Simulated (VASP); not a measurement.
Calculation: PBEsol GGA, VASP's PBE PAW potentials (set 64) (plane waves; VASP).

VASP ran on this input.

INCAR:
```
! general
SYSTEM =FeAl
PREC   =Accurate
ENCUT  =520
LREAL  =.False.
LASPH  =.True.

! electronic loop
EDIFF  =1E-6
NELM   =100   ! most electronic steps
ALGO   =Normal
LMAXMIX=4

! smearing
ISMEAR =1   ! Methfessel-Paxton
SIGMA  =0.1   ! width (eV)

! functional
GGA    =PS   ! PBEsol

! ions
IBRION =2
NSW    =60
ISIF   =3
EDIFFG =-0.01   ! ionic stop

! output
LWAVE  =.False.
LCHARG =.False.
```

File POSCAR:
```
FeAl
1
    2.9100000000     0.0000000000     0.0000000000
    0.0000000000     2.9100000000     0.0000000000
    0.0000000000     0.0000000000     2.9100000000
Al Fe
1 1
Direct
  0.5000000000   0.5000000000   0.5000000000
  0.0000000000   0.0000000000   0.0000000000
```

KPOINTS:
```
Automatic mesh
0
Gamma
11 11 11
0 0 0
```

POTCAR, in this order: Al Fe (PBE.64 set). Program: vasp_std.

The resulting files:

File OSZICAR:
```
       N       E                     dE             d eps       ncg     rms          rms(c)
DAV:   1     0.306382823890E+02    0.30638E+02   -0.49378E+03  1008   0.121E+03
DAV:   2    -0.145332854535E+02   -0.45172E+02   -0.43364E+02  1017   0.178E+02
DAV:   3    -0.157753314566E+02   -0.12420E+01   -0.12128E+01  1161   0.398E+01
DAV:   4    -0.158024775478E+02   -0.27146E-01   -0.27120E-01  1281   0.533E+00
DAV:   5    -0.158031088514E+02   -0.63130E-03   -0.63127E-03  1254   0.735E-01    0.142E+01
DAV:   6    -0.184321515007E+02   -0.26290E+01   -0.87105E+01  1147   0.143E+02    0.203E+01
DAV:   7    -0.136806248455E+02    0.47515E+01   -0.43859E+01  1128   0.893E+01    0.267E+00
DAV:   8    -0.136501848658E+02    0.30440E-01   -0.25021E-01  1100   0.588E+00    0.163E+00
DAV:   9    -0.136325766080E+02    0.17608E-01   -0.51579E-02  1184   0.337E+00    0.435E-01
DAV:  10    -0.136319222534E+02    0.65435E-03   -0.10276E-03  1229   0.397E-01    0.177E-01
DAV:  11    -0.136318902952E+02    0.31958E-04   -0.32244E-05  1135   0.549E-02    0.210E-02
DAV:  12    -0.136318878484E+02    0.24468E-05   -0.70649E-06  1129   0.323E-02    0.554E-03
DAV:  13    -0.136318876243E+02    0.22408E-06   -0.47154E-07   543   0.813E-03
   1 F= -.13631888E+02 E0= -.13631881E+02  d E =-.136319E+02
       N       E                     dE             d eps       ncg     rms          rms(c)
DAV:   1    -0.160452707206E+02   -0.24134E+01   -0.44136E+01  1057   0.128E+02    0.152E+01
DAV:   2    -0.172831910793E+02   -0.12379E+01   -0.73472E+01  1136   0.141E+02    0.163E+01
DAV:   3    -0.137153618263E+02    0.35678E+01   -0.34839E+01  1122   0.862E+01    0.312E+00
DAV:   4    -0.136640251697E+02    0.51337E-01   -0.27487E-01  1214   0.657E+00    0.196E+00
DAV:   5    -0.136401447884E+02    0.23880E-01   -0.72469E-02  1376   0.367E+00    0.509E-01
DAV:   6    -0.136396756089E+02    0.46918E-03   -0.15853E-03  1108   0.559E-01    0.149E-01
DAV:   7    -0.136396918306E+02   -0.16222E-04   -0.44475E-05  1341   0.700E-02    0.231E-02
DAV:   8    -0.136396898049E+02    0.20257E-05   -0.11358E-05  1129   0.523E-02    0.645E-03
DAV:   9    -0.136396898447E+02   -0.39862E-07   -0.38912E-07   530   0.886E-03
   2 F= -.13639690E+02 E0= -.13639671E+02  d E =-.780222E-02
       N       E                     dE             d eps       ncg     rms          rms(c)
DAV:   1    -0.142746320224E+02   -0.63494E+00   -0.10747E+01  1048   0.653E+01    0.696E+00
DAV:   2    -0.148441244101E+02   -0.56949E+00   -0.22741E+01  1253   0.743E+01    0.882E+00
DAV:   3    -0.137095190068E+02    0.11346E+01   -0.75093E+00  1209   0.450E+01    0.105E+00
DAV:   4    -0.137049315764E+02    0.45874E-02   -0.25993E-02  1039   0.170E+00    0.715E-01
DAV:   5    -0.137005015104E+02    0.44301E-02   -0.77174E-03  1347   0.895E-01    0.903E-02
DAV:   6    -0.137005283916E+02   -0.26881E-04   -0.89644E-05  1080   0.108E-01    0.310E-02
DAV:   7    -0.137005292391E+02   -0.84749E-06   -0.24149E-05  1244   0.833E-02    0.331E-03
DAV:   8    -0.137005291898E+02    0.49267E-07   -0.32538E-07   513   0.104E-02
   3 F= -.13700529E+02 E0= -.13700542E+02  d E =-.686416E-01
```

**OUTCAR**
```
------------------------ aborting loop because EDIFF is reached ----------------------------------------
  FORCE on cell =-STRESS in cart. coord.  units (eV):
  Direction    XX          YY          ZZ          XY          YZ          ZX
  --------------------------------------------------------------------------------------
  Total       -0.0191515     -0.0191515     -0.0191515     -0.0000000      0.0000000     -0.0000000
  in kB       -1.3374859     -1.3374859     -1.3374859     -0.0000000      0.0000000     -0.0000000
  external PRESSURE =      -1.3374859 kB  Pullay stress =       0.0000000 kB
  volume of cell :       22.94
      direct lattice vectors                 reciprocal lattice vectors
     2.841457347  0.000000000 -0.000000000     0.351932082 -0.000000000 -0.000000000
     0.000000000  2.841457347 -0.000000000    -0.000000000  0.351932082  0.000000000
     0.000000000 -0.000000000  2.841457347     0.000000000  0.000000000  0.351932082
 POSITION                                       TOTAL-FORCE (eV/Angst)
 -----------------------------------------------------------------------------------
      1.42073      1.42073      1.42073         0.000000      0.000000      0.000000
      0.00000      0.00000      0.00000        -0.000000     -0.000000      0.000000
 -----------------------------------------------------------------------------------
    total drift:                               -0.000000      0.000000      0.000000
  FREE ENERGIE OF THE ION-ELECTRON SYSTEM (eV)
  ---------------------------------------------------
  free  energy   TOTEN  =       -13.7005291898 eV

  energy  without entropy=      -13.7005687643  energy(sigma->0) =      -13.70054238

 reached required accuracy - stopping structural energy minimisation
```
(Selected blocks of OUTCAR.)

File CONTCAR:
```
FeAl
   1.00000000000000
     2.8414573466063637    0.0000000000000000   -0.0000000000000000
     0.0000000000000000    2.8414573466063637   -0.0000000000000000
     0.0000000000000000   -0.0000000000000000    2.8414573466063637
  Al              Fe
     1     1
Direct
     0.5000000000000000    0.5000000000000000    0.5000000000000000
     0.0000000000000000    0.0000000000000000    0.0000000000000000
```

OUTCAR:
```
 val. band max:        8.1193835581   @ k =   0.3636   0.1818   0.0000

 cond. band min:       8.1385260309   @ k =   0.0909   0.0909   0.0909


 Fermi energy:         8.1208207026

 k-point     1 :       0.0000    0.0000    0.0000
  band No.  band energies     occupation
      1      -2.3394      2.00000
      2       5.7910      2.00000
      3       5.7910      2.00000
      4       8.3139     -0.01986
      5       8.3139     -0.01986
      6       8.3139     -0.01986
      7      14.8371      0.00000
      8      14.8371      0.00000
      9      14.8371      0.00000

 k-point     2 :       0.0909    0.0000    0.0000
  band No.  band energies     occupation
      1      -2.1804      2.00000
      2       5.7724      2.00000
      3       5.8407      2.00000
      4       8.2117     -0.02595
      5       8.2118     -0.02595
      6       8.3246     -0.01414
      7      13.6084      0.00000
      8      15.0706      0.00000
      9      15.0706      0.00000

 k-point     3 :       0.1818    0.0000    0.0000
  band No.  band energies     occupation
      1      -1.7086      2.00000
      2       5.6352      2.00000
      3       5.9779      2.00000
      4       7.9589      2.04432
      5       7.9589      2.04432
      6       8.3533     -0.00489
      7      11.7835      0.00000
      8      15.7203      0.00000
      9      15.7203      0.00000

 k-point     4 :       0.2727    0.0000    0.0000
  band No.  band energies     occupation
      1      -0.9400      2.00000
      2       5.1413      2.00000
      3       6.1669      2.00000
      4       7.6639      2.00000
      5       7.6639      2.00000
      6       8.3911     -0.00089
      7      10.3943      0.00000
      8      16.6845      0.00000
      9      16.6845      0.00000

 k-point     5 :       0.3636    0.0000    0.0000
  band No.  band energies     occupation
      1       0.0968      2.00000
      2       4.1150      2.00000
      3       6.3510      2.00000
...
```

Energy and stress use the plane-wave basis of the starting cell.

The compound is FeAl in the CsCl type structure. This run relaxes it. Symmetry was kept, so distortions that lower it aren't found. The run is not spin-polarised, so no magnetic state was tried. The electron count is odd and the run is not spin-polarised, which forces a metal.
